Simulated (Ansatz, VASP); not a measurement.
# Se (Selenium) in two plane-wave programs, part 2 of 2

Wanted: the spread between two codes on one cell, functional and k mesh. The cell is taken from a series of runs on this material, whose earlier steps may have relaxed, scaled, displaced or heated it; both programs get it as it stands.

VASP 6.6.1 and Ansatz 0.2.0.

So far. Step 7 (VASP: single point, PBE, pair 2): The run ends at a pressure of 1.72 GPa, with forces up to 0.025 eV/Å.

## 9. Ansatz: single point, PBE, pair 3

Level of this step: Ansatz beside VASP: Kohn-Sham DFT, plane waves, PBE (Ansatz).

A single point gives forces, pressure and levels at one fixed geometry, so differences don't come from the geometry; what else differs is listed under the comparison. The cell compared in this pair holds 86.79 Å³, against 80.96 Å³ for the pair before.

The cell is taken from a series of runs on this material, whose earlier steps may have relaxed, scaled, displaced or heated it; both programs get it as it stands.

input.yaml

```yaml
crystal:
  lattice:
    - [4.453524, 0.0, 0.0]
    - [-2.226762, 3.8568649204, 0.0]
    - [0.0, 0.0, 5.052672]
  atoms:
    - { symbol: Se, position: [0.2226665723, 0.0, 0.3333333333] }
    - { symbol: Se, position: [0.0, 0.2226665723, 0.6666666667] }
    - { symbol: Se, position: [0.7773334277, 0.7773334277, 0.0] }
kpoints:
  mp_grid: { grid: [6, 6, 6] }
  band_path:
    path:
      - [0.0, 0.0, 0.0]
      - [0.5, 0.0, 0.0]
      - [0.33333333, 0.33333333, 0.0]
      - [0.0, 0.0, 0.5]
      - [0.5, 0.0, 0.5]
      - [0.33333333, 0.33333333, 0.5]
      - [0.349999997, 0.299999997, 0.5]
    npoints: 1
hamiltonian:
  xc: pbe
  pseudopotentials: { kind: paw, azcp: { folder: soft_1 } }
scf:
  occupations: { method: fermi_dirac, width: 0.02 }
  n_extra_bands: 5
output:
  eigenvalues: true
  forces: true
  stress: true
```

Run with:

```console
$ ansatz run input.yaml --threads 3 --pin off --max-ram 92160MiB --backend cuda --events-out ev --progress --plain --runs-dir out --devices 1 --max-vram 13GiB
```

Numbers of over 12 decimals in the logs are rounded to 6 here.

What it wrote:

```text
[...]
GPUs: using 1 of 1 available (devices: 1).
[...]
GPU FFT provider: cuFFT
GPU libraries: cuBLAS 13.8.2, cuFFT 12.4.0, cuSOLVER 12.3.4
Crystal: 3 atoms, lattice volume = 86.788 Å³
Basis set: ecut = 420 eV, 1703 PW (Γ), exchange–correlation on 60×60×72 points (8 copies of the dense FFT grid, shifted against one another)
[...]
k-point 0: bands = [... 20 lower, 2.2282, 3.8555, 3.8555, 5.3778, 7.5614, 7.5614, 7.9345, 11.7139, ... 1 higher]
  k-point 1: bands = [... 20 lower, 2.2873, 3.8916, 4.0866, 5.1867, 7.3766, 7.3855, 7.6998, 12.3127, ... 1 higher]
  k-point 2: bands = [... 20 lower, 2.4208, 4.0789, 4.4820, 4.7530, 7.0661, 7.1143, 7.2897, 12.3588, ... 1 higher]
  k-point 33: bands = [... 20 lower, 1.1094, 4.7938, 5.5060, 5.5060, 6.6670, 8.3891, 8.3891, 12.4240, ... 1 higher]
[key lines of the parts left out:]
SCF converged after 7 iterations
Free energy (F): -16407.265644 eV
Fermi energy:    6.189886 eV
P = ⅓ Tr σ = 0.1669 GPa (1.669 kbar)
```

## 10. VASP: single point, PBE, pair 3

The same cell, functional, mesh and smearing now go to VASP, with its own data sets.

INCAR

```
SYSTEM = Se
PREC = Accurate
ENCUT = 500
EDIFF = 1E-06
NELM = 120
ISMEAR = -1
SIGMA = 0.02
LREAL = .FALSE.
ALGO = Normal
GGA = PE
NBANDS = 15
LORBIT = 11
LWAVE = .FALSE.
LCHARG = .FALSE.
ISIF = 2
LASPH = .TRUE.
GGA_COMPAT = .FALSE.
EFERMI = MIDGAP
KPAR = 2
```

POSCAR

```
Se
1.0
    4.4535240000      0.0000000000      0.0000000000
   -2.2267620000      3.8568649204      0.0000000000
    0.0000000000      0.0000000000      5.0526720000
Se
3
Direct
    0.2226665723      0.0000000000      0.3333333333
    0.0000000000      0.2226665723      0.6666666667
    0.7773334277      0.7773334277      1.0000000000
```

KPOINTS

```
Automatic mesh
0
Gamma
6 6 6
0 0 0
```

The projector-augmented-wave data sets are Se (PBE family, release 64).

Run with:

```console
$ mpirun -np 2 vasp_std
```

What it wrote:

```text
[... set-up lines as in an earlier step ...]
 entering main loop
       N       E                     dE             d eps       ncg     rms          rms(c)
DAV:   1     0.830379709557E+02    0.83038E+02   -0.69830E+03  1020   0.957E+02
DAV:   2    -0.490476321863E+01   -0.87943E+02   -0.83745E+02  1328   0.159E+02
DAV:   3    -0.105465454544E+02   -0.56418E+01   -0.56189E+01  1188   0.465E+01
DAV:   4    -0.105917074589E+02   -0.45162E-01   -0.45146E-01  1335   0.495E+00
[...]
DAV:  10    -0.105090054492E+02   -0.41462E-04   -0.58311E-05  1167   0.532E-02    0.798E-03
DAV:  11    -0.105090088427E+02   -0.33935E-05   -0.98453E-06  1419   0.191E-02    0.394E-03
DAV:  12    -0.105090086237E+02    0.21901E-06   -0.19648E-06   993   0.936E-03
   1 F= -.10509009E+02 E0= -.10509009E+02  d E =-.103317E-11
```

OUTCAR, selected parts (step 10):

```text
  Total        0.1322317      0.1322317      0.1707172     -0.0000000      0.0000000      0.0000000
  in kB        2.4411077      2.4411077      3.1515812     -0.0000000      0.0000000      0.0000000
  external PRESSURE =       2.6779322 kB  Pullay stress =       0.0000000 kB

 POSITION                                       TOTAL-FORCE (eV/Angst)
 -----------------------------------------------------------------------------------
      0.99165      0.00000      1.68422         0.024060     -0.000000      0.000000
     -0.49583      0.85879      3.36845        -0.012030      0.020836      0.000000
      1.73094      2.99807      0.00000        -0.012030     -0.020836      0.000000
 -----------------------------------------------------------------------------------
    total drift:                               -0.000000     -0.000000     -0.000000

  FREE ENERGIE OF THE ION-ELECTRON SYSTEM (eV)
  ---------------------------------------------------
  free  energy   TOTEN  =       -10.5090086237 eV

  energy  without entropy=      -10.5090086237  energy(sigma->0) =      -10.50900862

[... 1 part as in an earlier step ...]

[... 2 further parts left out ...]
[key lines of the parts left out:]
E-fermi :   2.5631
```

The run ends at a pressure of 0.27 GPa, with forces up to 0.024 eV/Å.

## 11. Comparison

What differs besides the data sets and the points named for the pairs above, as far as they apply: the data sets hold 48 valence electrons in Ansatz (on its PAW soft_1 files) and 18 in VASP. Total energies have different zeros and are not compared.

Compared:

```
              quantity  Ansatz   VASP  difference
        pressure (GPa)    0.17   0.27       -0.10
gap on the k mesh (eV)   0.962  0.953      +0.009
```

At this near-relaxed geometry the largest component of a force difference is 26 meV/Å. A gap on the mesh is an upper bound, since the band edges may lie between its points.

## 12. What came out

* r.m.s. force difference (single point, PBE, pair 1): 15 meV/Å
* r.m.s. force difference (single point, PBE, pair 2): 15 meV/Å
* r.m.s. force difference (single point, PBE, pair 3): 15 meV/Å

In words: The r.m.s. force difference is 15 meV/Å (single point, PBE, pair 2), beyond the 12 meV/Å picked in this series as the mark of a large difference. The data sets hold unlike numbers of valence electrons (48 in Ansatz and 18 in VASP), so part of the differences comes from the potentials. Single point, PBE, pair 1, VASP with the data sets Se_sv_GW and a cutoff of 620 eV: r.m.s. force difference goes from 15 to 2.6 meV/Å; the difference in pressure goes from -0.11 to 1.3 GPa; the difference in gap on the k mesh goes from 0.0085 to -0.0047 eV. What causes the difference of the single point, PBE, pair 2 pair stays open here. What causes the difference of the single point, PBE, pair 3 pair stays open here. 5 further runs of this series are not shown here. Such differences can come from data sets, numerical settings and the points named under the comparisons, not from the functional's error against experiment.

[Lines on the potential files, build, host, timing and source positions are cut from VASP's logs without a mark.]

[Logs are printed without paths, hosts, clocks, repeated set-up lines and the standing remarks that a program may print on its own settings, such as how far it seeks lower states.]

[Hosts, paths, dates, database ids (printed as entryN), source tags and the programs' standing remarks are cut or masked in the printed files.]
